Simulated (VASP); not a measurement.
Computed with LDA (Ceperley-Alder, Perdew-Zunger), VASP's LDA PAW potentials (set 64) (plane waves; VASP 6.6.1).

VASP ran on this input.

File POSCAR:
```
K
1
    0.0000000000     3.3918750000     3.3918750000
    3.3918750000     0.0000000000     3.3918750000
    3.3918750000     3.3918750000     0.0000000000
K
1
Direct
  0.0000000000   0.0000000000   0.0000000000
```

### KPOINTS
```
Automatic
0
gamma
 7 7 7
```

### INCAR
```
ALGO = Normal
EDIFF = 1E-6
ENCUT = 300
ISIF = 2
ISMEAR = 0
LASPH = .TRUE.
LCHARG = .FALSE.
LREAL = .FALSE.
LWAVE = .FALSE.
NELM = 100
PREC = Accurate
SIGMA = 0.136
SYSTEM = K
```

POTCAR, in this order: K_sv (LDA.64 set). Program: vasp_std.

The run wrote:

OSZICAR:
```
       N       E                     dE             d eps       ncg     rms          rms(c)
DAV:   1     0.306327068862E+02    0.30633E+02   -0.26510E+03   320   0.547E+02
DAV:   2    -0.329399775000E+00   -0.30962E+02   -0.30945E+02   328   0.183E+02
DAV:   3    -0.113044862498E+01   -0.80105E+00   -0.80088E+00   504   0.256E+01
DAV:   4    -0.114547596677E+01   -0.15027E-01   -0.15020E-01   472   0.287E+00
DAV:   5    -0.114679335190E+01   -0.13174E-02   -0.13169E-02   576   0.346E-01    0.212E+00
DAV:   6    -0.114613930941E+01    0.65404E-03   -0.12038E-03   520   0.245E-01    0.131E+00
DAV:   7    -0.114592162004E+01    0.21769E-03   -0.26005E-03   448   0.353E-01    0.491E-02
DAV:   8    -0.114596061929E+01   -0.38999E-04   -0.14819E-04   520   0.160E-01    0.196E-02
DAV:   9    -0.114596681281E+01   -0.61935E-05   -0.81004E-06   448   0.213E-02    0.114E-02
DAV:  10    -0.114596679427E+01    0.18546E-07   -0.29491E-06   512   0.147E-02
   1 F= -.11459668E+01 E0= -.11447053E+01  d E =-.252292E-02
```

**OUTCAR**
```
------------------------ aborting loop because EDIFF is reached ----------------------------------------
  FORCE on cell =-STRESS in cart. coord.  units (eV):
  Direction    XX          YY          ZZ          XY          YZ          ZX
  --------------------------------------------------------------------------------------
  Total       -0.3576652     -0.3576652     -0.3576652     -0.0000000      0.0000000      0.0000000
  in kB       -7.3423961     -7.3423961     -7.3423961     -0.0000000      0.0000000      0.0000000
  external PRESSURE =      -7.3423961 kB  Pullay stress =       0.0000000 kB
  volume of cell :       78.05
      direct lattice vectors                 reciprocal lattice vectors
     0.000000000  3.391875000  3.391875000    -0.147411093  0.147411093  0.147411093
     3.391875000  0.000000000  3.391875000     0.147411093 -0.147411093  0.147411093
     3.391875000  3.391875000  0.000000000     0.147411093  0.147411093 -0.147411093
 POSITION                                       TOTAL-FORCE (eV/Angst)
 -----------------------------------------------------------------------------------
      0.00000      0.00000      0.00000         0.000000      0.000000      0.000000
 -----------------------------------------------------------------------------------
    total drift:                               -0.000000     -0.000000     -0.000000
  FREE ENERGIE OF THE ION-ELECTRON SYSTEM (eV)
  ---------------------------------------------------
  free  energy   TOTEN  =        -1.1459667943 eV

  energy  without entropy=       -1.1434438700  energy(sigma->0) =       -1.14470533
```
(Selected blocks of OUTCAR.)

At this cut-off the stress carries a Pulay error, which pulls relaxed volumes low.

The structure comes from a computed database's K entry (Fm-3m); how it stands against other phases isn't given here. The cell was not relaxed at this level.
